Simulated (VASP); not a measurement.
Crystal: SnTe.

```
CELL_PARAMETERS angstrom
0.00000 3.15085 3.15085
3.15085 0.00000 3.15085
3.15085 3.15085 0.00000
ATOMIC_POSITIONS crystal
Sn 0.00000 0.00000 0.00000
Te 0.50000 0.50000 0.50000
```

| Item | Value |
| --- | --- |
| Program | VASP 6.6.1 |
| Task | relaxation of cell and atoms |
| Functional | r2SCAN |
| Potentials or basis | VASP PAW PBE potentials, release 64 (Sn_d, Te) |
| Cutoff | 600 eV |
| k mesh | 10 × 10 × 10 |
| Occupations | gaussian, width 0.03 eV |
| Spin | no spin polarisation |

At the start: pressure 1.6 GPa; volume 31.28 Å³/atom.

Task: Where does the relaxation end?

Result: Over 3 steps the energy falls by 5.0 meV/atom and the volume is 32.33 Å³/atom (+3.4 %); space group Fm-3m (No. 225, to 0.05 Å).

Step by step:
| step | energy change (eV) | largest force (eV/Å) | pressure (GPa) | volume (Å³) |
| --- | --- | --- | --- | --- |
| 1 | 0.0000 | 0.0000 | 1.58 | 62.56 |
| 2 | -0.0090 | 0.0000 | -0.48 | 65.39 |
| 3 | -0.0101 | 0.0000 | 0.00 | 64.67 |

Final structure:
```
CELL_PARAMETERS angstrom
0.00000 3.18576 3.18576
3.18576 0.00000 3.18576
3.18576 3.18576 0.00000
ATOMIC_POSITIONS crystal
Sn 0.00000 0.00000 0.00000
Te 0.50000 0.50000 0.50000
```

Caveat: the PAW data sets were made with another functional, which shifts forces and pressure a little.
